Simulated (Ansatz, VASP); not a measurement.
**TiO2 (Anatase) in two plane-wave programs**

Wanted: the spread between two codes on one cell, functional and k mesh. The structure shown is the start of the Ansatz relaxation below; VASP solves that cell, so the two are compared at the walk's first step.

Calculated with Ansatz 0.2.0; plane waves, with VASP 6.6.1 beside it; LDA.

## Step 1: The starting structure

The structure is tetragonal, space group I4_1/amd (No. 141). The conventional cell has a = 3.628 Å, b = 3.628 Å, c = 9.779 Å, α = 90.00°, β = 90.00°, γ = 90.00°. Nearest to O lie 3 Ti at 1.87 to 1.99 Å. Nearest to Ti lie 6 O at 1.87 to 1.99 Å. Farther neighbours and most contacts between anions are not listed.

## Step 2: Ansatz: relaxation, LDA

Ansatz runs on its PAW soft_1 files.

The two programs are compared at the cell with which this relaxation starts, whose forces are those of its first step.

input.yaml

```yaml
crystal:
  lattice:
    - [-1.8138319112, 1.8138319112, 4.8896723092]
    - [1.8138319112, -1.8138319112, 4.8896723092]
    - [1.8138319112, 1.8138319112, -4.8896723092]
  atoms:
    - { symbol: O, position: [0.2035513142, 0.2035513142, 0.0] }
    - { symbol: O, position: [0.9535513142, 0.4535513142, 0.5] }
    - { symbol: O, position: [0.5464486858, 0.0464486858, 0.5] }
    - { symbol: O, position: [0.7964486858, 0.7964486858, 0.0] }
    - { symbol: Ti, position: [0.0, 0.0, 0.0] }
    - { symbol: Ti, position: [0.75, 0.25, 0.5] }
  conventional_axes: [[0, 1, 1], [1, 0, 1], [1, 1, 0]]
kpoints:
  mp_grid: { grid: [12, 12, 12] }
hamiltonian:
  xc: lda
  pseudopotentials: { kind: paw, azcp: { folder: soft_1 }, xc_functional: pbe }
scf:
  occupations: { method: fixed }
output:
  forces: true
  stress: true
  eigenvalues: true
relax:
  adjacent_minimum: "off"
  f_tol: 0.001
  max_steps: 60
  cell: { stress_tol: 0.01, fix: [a, b, gamma] }
```

Command:

```console
$ ansatz run input.yaml --threads 8 --pin off --max-ram 20480MiB --backend cpu --events-out ev --progress --plain --runs-dir out
```

Numbers of over 12 decimals in the logs are rounded to 6 here.

The program printed:

```text
basis.fft_grid_basis auto: the FFT boxes are laid along the combinations [[1, 0, 1], [0, 1, 1], [0, 0, 1]] of the cell's own vectors, 3.628, 3.628 and 5.522 Å long. The dense box has 25×25×40 points. Along the cell's own vectors, as sized, it would have 40×40×40, 2.56 times as many. Of the 16 symmetry operations that the crystal satisfies within crystal.symmetry.tolerance (time reversal apart; of a slab, those that k [...]
Engine: ansatz 0.2.0, x86_64-unknown-linux-gnu
Pseudopotentials: kind: paw
Pseudopotential: O, paw, valence charge 6, recommended cutoff 420 eV (normal), soft_1/O.paw.azcp
Pseudopotential: Ti, paw, valence charge 12, recommended cutoff 420 eV (normal), soft_1/Ti.paw.azcp
Functional definition: SPW92
  exchange = slater_x
  correlation = pw_c
Crystal: 6 atoms, lattice volume = 64.348 Å³
Basis set: ecut = 420 eV, 1269 PW (Γ), FFT grids on a1+a3, a2+a3, a3
Bands: 30, of which v1, the nominal top of the filled ones, is band 24 counted from 1 (23 counted from 0)
Symmetry: 16 space group operations
Space group: I41/amd (ITA 141), of the structure as read, at distance tolerance 4.0e-5 Å
k-points: 163 of 1728
Non-local potential: O, projectors of the file, l = 0: 2, l = 1: 2, l = 2: 1
Non-local potential: Ti, projectors of the file, l = 0: 3, l = 1: 2, l = 2: 3, l = 3: 1
PAW form: soft (Blöchl's): semilocal exchange-correlation on the pseudo side does not see the compensation charge
PAW frozen core: O, regenerated for the run's functional, and the local potential with it (the file was generated under x = pbe(κ = 0.804, μ = 0.219515), c = pbe(β = 0.066725))
PAW frozen core: Ti, regenerated for the run's functional, and the local potential with it (the file was generated under x = pbe(κ = 0.804, μ = 0.219515), c = pbe(β = 0.066725))
PAW one-centre angular grid: O, 110 points (default); XC on 64 Gauss nodes
PAW one-centre angular grid: Ti, 590 points (default); XC on 64 Gauss nodes
Initial density: superposition of atomic densities (chi_scale 0.1, normalization cell, long waves kept (reshape's long-wave potential 0.00 eV rms))
Initial wavefunctions: pseudopotential atomic-orbital guess
Functional: x = slater, c = lda
SCF iter   1: F=—  HF=-7131.089863 eV  |F-HF|=—  |Δ(HF+E_count)|=         —  Δρ=6.31e-2  dr2=2.74e0  ethr=3.10e-3  ⟨swp⟩=3.8  Hψ=15861  notcnv=0  defer=317
preconditioner: auto → Resta (q_TF=auto, 2.598 Å⁻¹)  ε∞=7.6  [insulator: Δε(μ)=2.524 eV  Ē_g=10.221 eV  n_scr=24 (ndim 8)  ℏωp=26.2 eV  f_vac=0.000  ε∞_Penn≈7.6]
SCF iter   2: F=—  HF=-7130.642908 eV  |F-HF|=—  |Δ(HF+E_count)|=   4.47e-1  Δρ=3.57e-2  dr2=8.89e-1  ethr=3.10e-3  ⟨swp⟩=2.1  Hψ=8618  notcnv=0  defer=363
SCF iter   3: F=—  HF=-7130.464574 eV  |F-HF|=—  |Δ(HF+E_count)|=   1.78e-1  Δρ=2.17e-2  dr2=3.81e-1  ethr=1.85e-3  ⟨swp⟩=2.0  Hψ=7199  notcnv=0  defer=326
SCF iter   4: F=—  HF=-7130.364351 eV  |F-HF|=—  |Δ(HF+E_count)|=   1.00e-1  Δρ=5.11e-3  dr2=1.98e-2  ethr=7.93e-4  ⟨swp⟩=2.1  Hψ=8281  notcnv=0  defer=365
SCF iter   5: F=—  HF=-7130.364622 eV  |F-HF|=—  |Δ(HF+E_count)|=   2.71e-4  Δρ=1.62e-3  dr2=1.71e-3  ethr=4.12e-5  ⟨swp⟩=2.2  Hψ=6652  notcnv=0  defer=626
SCF iter   6: F=—  HF=-7130.365078 eV  |F-HF|=—  |Δ(HF+E_count)|=   4.56e-4  Δρ=2.55e-4  dr2=2.32e-5  ethr=3.56e-6  ⟨swp⟩=2.0  Hψ=6831  notcnv=0  defer=652
SCF iter   7: F=—  HF=-7130.365092 eV  |F-HF|=—  |Δ(HF+E_count)|=   1.35e-5  Δρ=2.76e-5  dr2=3.81e-7  ethr=4.83e-8  ⟨swp⟩=2.0  Hψ=7215  notcnv=0  defer=278
SCF iter   8: F=-7130.365092 eV  HF=-7130.365092 eV  |F-HF|=6.14e-9  |Δ(HF+E_count)|=   1.87e-7  Δρ=5.28e-6  dr2=2.01e-8  ethr=2.08e-10  ⟨swp⟩=9.3  Hψ=21882  notcnv=0
SCF 1 converged in 8 iterations: F = -7130.365092 eV  dr2 = 2.01e-8
  greatest PAW one-centre occupation: 0.998 electrons in one spin orbital (limit 2), on the Ti atom at site 5 (counted from 0), in its partial waves of l = 0
relax step   1: F+E_penalty+E_count = -7130.36509208 eV  Δ(F+E_penalty+E_count) = +0.000e0 eV  max|allowed force component| = 6.386e-2 eV/Å  Δτ_max = 0.0000 Å  P = +9.263 GPa  Ω = 64.348 Å³  fix = [a, b, gamma]  reactions: a +12.225, b +12.225 GPa  (8 SCF iters, dr2 threshold 1.00e-7 eV, accepted)
[...]
relax step   8: F+E_penalty+E_count = -7130.37969431 eV  Δ(F+E_penalty+E_count) = -2.300e-4 eV  max|allowed force component| = 1.705e-4 eV/Å  Δτ_max = 0.0000 Å  P = +5.647 GPa  Ω = 65.466 Å³  fix = [a, b, gamma]  reactions: a +8.464, b +8.464 GPa  stress off target by 1.24e-2 GPa on what of the cell is left free  SCF on the basis re-selected at this cell (its energy is not comparable with the rows above)  (7 SCF iters)
[...]
relax step   9: F+E_penalty+E_count = -7130.37968358 eV  Δ(F+E_penalty+E_count) = +1.073e-5 eV  max|allowed force component| = 1.964e-6 eV/Å  Δτ_max = 0.0000 Å  P = +5.637 GPa  Ω = 65.469 Å³  energy of the carried Pulay correction = -1.083e-5 eV  fix = [a, b, gamma]  reactions: a +8.455, b +8.455 GPa  (5 SCF iters, dr2 threshold 3.82e-10 eV, accepted)
[...]
relax step  10: F+E_penalty+E_count = -7130.37968610 eV  Δ(F+E_penalty+E_count) = -2.513e-6 eV  max|allowed force component| = 2.553e-6 eV/Å  Δτ_max = 0.0000 Å  P = +5.637 GPa  Ω = 65.469 Å³  fix = [a, b, gamma]  reactions: a +8.455, b +8.455 GPa  stress off target by 3.89e-4 GPa on what of the cell is left free  SCF on the basis re-selected at this cell (its energy is not comparable with the rows above)  (6 SCF iters)
basis re-selected at this cell: Δ(F+E_penalty+E_count) = -2.513e-6 eV, ΔP = +0.000 GPa vs the last step (what re-selecting the basis moved, of the pressure what is left beyond the Pulay correction that the steps carried, after the strain that the cell walked since its last selection, with what the two solves' SCF thresholds leave and, on support functions, any second-order correction that the steps lacked; it is no m [...]
SCF converged after 6 iterations
Free energy (F): -7130.379686 eV
Harris-Foulkes:  -7130.379686 eV  (|F-HF|=1.82e-12)
Internal energy: -7130.379686 eV  (E = F + TS)
E sigma→0 (E₀):  -7130.379686 eV
Fermi energy:    7.343662 eV
--- Per-component energies (eV) ---
  E_band       = -440.461527
  E_kinetic    = 1234.908946
  E_local      = -3637.098286  (includes V_loc(G=0)·N_el)
  E_nonlocal   = 341.666930
  E_hartree    = 1398.794531
  E_xc         = -514.366455
  E_vxc        = -655.446996  (∫ρ·V_xc dr)
  E_paw        = -2591.554364  (= ΣΔE_a)
  E_vpaw       = -522.084225  (= ΣTr[D̂ρ^β])
  E_aug_tail   = 0.002998  (compensation charges beyond the density's cutoff)
  E_ewald      = -3363.773573
  E_core_change = 1.039587  (= ΣΔE_core)
  E_smearing   = -0.000000  (= −TS)
  E_closure    = -0.000000  (closes the sum)
  Σ components = -7130.379686   (vs F -7130.379686, Δ=0.00e0)
--- Forces (eV/Å), atoms counted from 1 ---
  atom   1  O      0.00000000    -0.00000000     0.00000255
  atom   2  O     -0.00000000    -0.00000000     0.00000255
  atom   3  O     -0.00000000     0.00000000    -0.00000255
  atom   4  O      0.00000000     0.00000000    -0.00000255
  atom   5  Ti     0.00000000    -0.00000000     0.00000000
  atom   6  Ti     0.00000000    -0.00000000     0.00000000
  max |Σ_I F_I| component: 8.24e-18 eV/Å
--- Stress (GPa, compression-positive) ---
        8.454937       0.000000       0.000000
        0.000000       8.454937      -0.000000
        0.000000       0.000000       0.000389
  P = ⅓ Tr σ = 5.6368 GPa (56.368 kbar)
--- Band table (eV; the first three rows and the last of 163) ---
  k-point 0: bands = [... 20 lower, 6.5079, 6.5079, 6.9846, 6.9846, 9.8149, 10.4316, 12.1754, 12.1754, ... 2 higher]
  k-point 1: bands = [... 20 lower, 6.3992, 6.5492, 6.6158, 7.0897, 10.1581, 10.5025, 11.8353, 11.9025, ... 2 higher]
  k-point 2: bands = [... 20 lower, 6.0507, 6.0661, 6.7206, 7.2842, 10.5583, 10.8603, 11.2204, 11.5646, ... 2 higher]
  k-point 162: bands = [... 20 lower, 6.1806, 6.1806, 7.3111, 7.3111, 10.1133, 10.1133, 11.7867, 11.7867, ... 2 higher]
--- Relaxed structure (7 steps of the walk, 7 accepted, 3 SCFs on fresh bases) ---
  F+E_penalty+E_count = -7130.37968610 eV   max|allowed force component| = 2.553e-6 eV/Å   (the final SCF, on the basis selected at the relaxed cell)
  cell:  # Å, volume = 65.4686 Å³
    - [-1.8138319112, 1.8138319112, 4.974836]
    - [1.8138319112, -1.8138319112, 4.974836]
    - [1.8138319112, 1.8138319112, -4.974836]
  atoms:
    - { symbol: O, position: [0.201379, 0.201379, 0] }
    - { symbol: O, position: [0.951379, 0.451379, 0.500000] }
    - { symbol: O, position: [0.548621, 0.048621, 0.5] }
    - { symbol: O, position: [0.798621, 0.798621, 0] }
    - { symbol: Ti, position: [0, 0, 0] }
    - { symbol: Ti, position: [0.750000, 0.25, 0.5] }
```

In the SCF lines HF is the Harris–Foulkes energy and dr2 the Hartree energy of the density residual, in eV; the loop may stop once dr2 is under the threshold and the program's other checks hold. Hψ counts applications of the Hamiltonian.

## Step 3: VASP: single point, LDA, start cell

The same cell, functional (in two slightly different forms) and mesh now go to VASP, with its own data sets.

Lines of VASP's logs that name or quote its potential files are left out, and so is its time.

INCAR

```
SYSTEM = TiO2
PREC = Accurate
ENCUT = 520
EDIFF = 1E-06
NELM = 120
ISMEAR = 0
SIGMA = 0.01
LREAL = .FALSE.
ALGO = Normal
GGA = CA
NBANDS = 30
LASPH = .TRUE.
LORBIT = 11
LWAVE = .FALSE.
LCHARG = .FALSE.
ISIF = 2
GGA_COMPAT = .FALSE.
EFERMI = MIDGAP
KPAR = 2
```

POSCAR

```
TiO2
1.0
   -1.8138320000      1.8138320000      4.8896720000
    1.8138320000     -1.8138320000      4.8896720000
    1.8138320000      1.8138320000     -4.8896720000
O Ti
4 2
Direct
    0.2035512811      0.2035512811      0.0000000000
    0.9535513834      0.4535513834      0.5000000000
    0.5464487189      0.0464487189      0.5000000000
    0.7964487189      0.7964487189      0.0000000000
    0.0000000000      0.0000000000      0.0000000000
    0.7500000000      0.2500000000      0.5000000000
```

KPOINTS

```
Automatic mesh
0
Gamma
12 12 12
0 0 0
```

Potentials, in the order of the species: O and Ti_sv (LDA family, release 64).

Command:

```console
$ mpirun -np 2 vasp_std
```

The program printed:

```text
[banner, memory and clock lines left out]
running    2 mpi-ranks, on    1 nodes
 distrk:  each k-point on    1 cores,    2 groups
 distr:  one band on    1 cores,    1 groups

 POSCAR found type information on POSCAR O Ti
 POSCAR found :  2 types and       6 ions
 LDA part: xc-table for (Slater(with rela. corr.)+CA(PZ))
 , standard interpolation
 POSCAR, INCAR and KPOINTS ok, starting setup
 FFT: planning ... GRIDC
 FFT: planning ... GRID_SOFT
 FFT: planning ... GRID
 WAVECAR not read
 entering main loop
       N       E                     dE             d eps       ncg     rms          rms(c)
DAV:   1     0.672097492448E+03    0.67210E+03   -0.24769E+04  9780   0.187E+03
DAV:   2     0.327482947578E+02   -0.63935E+03   -0.60706E+03 10628   0.552E+02
DAV:   3    -0.700896349742E+02   -0.10284E+03   -0.10128E+03 14456   0.205E+02
DAV:   4    -0.748655619296E+02   -0.47759E+01   -0.47704E+01 13826   0.440E+01
DAV:   5    -0.750519657245E+02   -0.18640E+00   -0.18637E+00 13246   0.713E+00    0.345E+01
DAV:   6    -0.590705034880E+02    0.15981E+02   -0.97939E+01 12924   0.994E+01    0.118E+01
DAV:   7    -0.588517253878E+02    0.21878E+00   -0.13880E+01 13030   0.312E+01    0.942E+00
DAV:   8    -0.588273346324E+02    0.24391E-01   -0.27262E+00 12082   0.176E+01    0.369E+00
DAV:   9    -0.586863477306E+02    0.14099E+00   -0.86005E-01 12208   0.937E+00    0.947E-01
DAV:  10    -0.586935390407E+02   -0.71913E-02   -0.96216E-02 11558   0.245E+00    0.494E-01
DAV:  11    -0.586889824686E+02    0.45566E-02   -0.24149E-02 11346   0.102E+00    0.769E-02
DAV:  12    -0.586891585699E+02   -0.17610E-03   -0.20425E-03 11438   0.511E-01    0.151E-01
DAV:  13    -0.586890049681E+02    0.15360E-03   -0.46521E-04 12272   0.240E-01    0.327E-02
DAV:  14    -0.586890022434E+02    0.27247E-05   -0.63280E-05 13886   0.740E-02    0.108E-02
DAV:  15    -0.586890024360E+02   -0.19258E-06   -0.10337E-05 13022   0.319E-02    0.611E-03
DAV:  16    -0.586890022850E+02    0.15091E-06   -0.87708E-07  6078   0.117E-02
   1 F= -.58689002E+02 E0= -.58689002E+02  d E =0.000000E+00
```

From OUTCAR (step 3):

```text
ion  position               nearest neighbor table
   1  0.204  0.204  0.000-   6 1.87   6 1.87   5 1.99
   2  0.954  0.454  0.500-   5 1.87   5 1.87   6 1.99
   3  0.546  0.046  0.500-   5 1.87   5 1.87   6 1.99
   4  0.796  0.796  0.000-   6 1.87   6 1.87   5 1.99
   5  0.000  0.000  0.000-   2 1.87   2 1.87   3 1.87   3 1.87   1 1.99   4 1.99
   6  0.750  0.250  0.500-   4 1.87   1 1.87   4 1.87   1 1.87   3 1.99   2 1.99

  LATTYP: Found a body centered tetragonal cell.
 ALAT       =     3.6276640000
 C/A-ratio  =     2.6957689577

 Subroutine GETGRP returns: Found 16 space group operations
 (whereof  8 operations were pure point group operations)

The static configuration has the point symmetry D_2d.
 The point group associated with its full space group is D_4h.

 Found    163 irreducible k-points:

   k-points           NKPTS =    163   k-points in BZ     NKDIM =    163   number of bands    NBANDS=     30

   dimension x,y,z NGX =    42 NGY =   42 NGZ =   42
   dimension x,y,z NGXF=    84 NGYF=   84 NGZF=   84

   ENCUT  =  520.0 eV  38.22 Ry    6.18 a.u.  10.27 10.27 10.27*2*pi/ulx,y,z

   NELECT =      48.0000    total number of electrons

 k-points in reciprocal lattice and weights: Automatic mesh
   0.00000000  0.00000000  0.00000000       0.001
   0.08333333  0.00000000 -0.00000000       0.005
   0.16666667  0.00000000  0.00000000       0.005
   0.25000000  0.00000000  0.00000000       0.005
   0.33333333  0.00000000 -0.00000000       0.005
   0.41666667  0.00000000  0.00000000       0.005
   0.50000000  0.00000000  0.00000000       0.002
   0.08333333  0.08333333 -0.00000000       0.005
   0.16666667  0.08333333  0.00000000       0.009
[...]
-0.41666667 -0.41666667  0.41666667       0.001
   0.50000000  0.50000000  0.50000000       0.001

 average (electrostatic) potential at core
       1 -70.9512       2 -70.9512       3 -70.9512       4 -70.9512       5 -76.3483
       6 -76.3483

 E-fermi :   4.7886

 k-point     1 :       0.0000    0.0000    0.0000
  band No.  band energies     occupation
    ...
     20       2.7146      2.00000
     21       2.7620      2.00000
     22       2.7620      2.00000
     23       3.1607      2.00000
     24       3.1607      2.00000
     25       5.9751      0.00000
     26       6.6542      0.00000
     27       8.3038      0.00000
     28       8.3038      0.00000
     29       8.3468      0.00000
    ...

 k-point     2 :       0.0833    0.0000   -0.0000
  band No.  band energies     occupation
    ...
     20       2.6013      2.00000
     21       2.7353      2.00000
     22       2.7450      2.00000
     23       3.0195      2.00000
     24       3.1840      2.00000
     25       6.1705      0.00000
     26       6.6944      0.00000
     27       8.0427      0.00000
     28       8.1223      0.00000
     29       8.2815      0.00000
    ...

 k-point     3 :       0.1667    0.0000    0.0000
  band No.  band energies     occupation
    ...
     20       2.1960      2.00000
     21       2.5629      2.00000
     22       2.7586      2.00000
     23       2.8414      2.00000
     24       3.2255      2.00000
     25       6.6135      0.00000
     26       6.8248      0.00000
     27       7.6100      0.00000
     28       7.7676      0.00000
     29       8.2260      0.00000
    ...

  Total        5.4821243      5.4821243      1.7928393      0.0000000      0.0000000      0.0000000
  in kB      136.4977915    136.4977915     44.6393762      0.0000000      0.0000000      0.0000000
  external PRESSURE =     105.8783197 kB  Pullay stress =       0.0000000 kB

  energy-cutoff  :      520.00
  volume of cell :       64.35
      direct lattice vectors                 reciprocal lattice vectors
    -1.813832000  1.813832000  4.889672000     0.000000000  0.275659488  0.102256348
     1.813832000 -1.813832000  4.889672000     0.275659488  0.000000000  0.102256348
     1.813832000  1.813832000 -4.889672000     0.275659488  0.275659488  0.000000000

 POSITION                                       TOTAL-FORCE (eV/Angst)
 -----------------------------------------------------------------------------------
      0.00000      0.00000      1.99060         0.000000     -0.000000     -0.048193
     -0.00000      1.81383      4.43543        -0.000000      0.000000     -0.048193
      0.00000      1.81383      0.45424        -0.000000      0.000000      0.048193
      0.00000      0.00000      7.78875         0.000000     -0.000000      0.048193
      0.00000      0.00000      0.00000         0.000000      0.000000     -0.000000
     -0.00000      1.81383      2.44484         0.000000     -0.000000     -0.000000
 -----------------------------------------------------------------------------------
    total drift:                               -0.000000     -0.000000     -0.001134

  FREE ENERGIE OF THE ION-ELECTRON SYSTEM (eV)
  ---------------------------------------------------
  free  energy   TOTEN  =       -58.6890022850 eV

  energy  without entropy=      -58.6890022850  energy(sigma->0) =      -58.68900229

 total charge
# of ion       s       p       d       tot
------------------------------------------
    1        1.566   3.522   0.000   5.087
    2        1.566   3.522   0.000   5.087
    3        1.566   3.522   0.000   5.087
    4        1.566   3.522   0.000   5.087
    5        2.250   6.350   1.883  10.483
    6        2.250   6.350   1.883  10.483
--------------------------------------------------
tot         10.764  26.787   3.765  41.316

[... 3 further parts left out ...]
```

The run ends at a pressure of 10.59 GPa, with forces up to 0.048 eV/Å.

## Step 4: Comparison

Known differences besides the potentials themselves: the two LDA forms differ slightly; fixed occupations in Ansatz, narrow Gaussian smearing in VASP; the cutoff is 420 eV in Ansatz and 520 eV in VASP; VASP's log shows a relativistic correction to its local exchange, Ansatz's none. Total energies have different zeros and are not compared.

Forces (eV/Å; atoms numbered as in POSCAR):

```csv
atom,"Ansatz x, y, z","VASP x, y, z"
O1,"0.000, 0.000, -0.064","0.000, 0.000, -0.048"
O2,"0.000, 0.000, -0.064","0.000, 0.000, -0.048"
O3,"0.000, 0.000, 0.064","0.000, 0.000, 0.048"
O4,"0.000, 0.000, 0.064","0.000, 0.000, 0.048"
Ti5,"0.000, 0.000, 0.000","0.000, 0.000, 0.000"
Ti6,"0.000, 0.000, 0.000","0.000, 0.000, 0.000"
```

The forces differ by 7.4 meV/Å r.m.s., which is 32.5 % of the r.m.s. force of 0.023 eV/Å (both taken over all components).

## Step 5: What came out

| Item | Value |
| --- | --- |
| r.m.s. force difference (single point, LDA, start cell) | 7.4 meV/Å |

In words: The r.m.s. force difference is 7.4 meV/Å (single point, LDA, start cell), within the 12 meV/Å picked in this series as the mark of a large difference. Such differences can come from data sets, numerical settings and the points named under the comparisons, not from the functional's error against experiment.

[Lines on the potential files, build, host, timing and source positions are cut from VASP's logs without a mark.]

[Logs are printed without paths, hosts, clocks, repeated set-up lines and the standing remarks that a program may print on its own settings, such as how far it seeks lower states.]

[Hosts, paths, dates, database ids (printed as entryN), source tags and the programs' standing remarks are cut or masked in the printed files.]
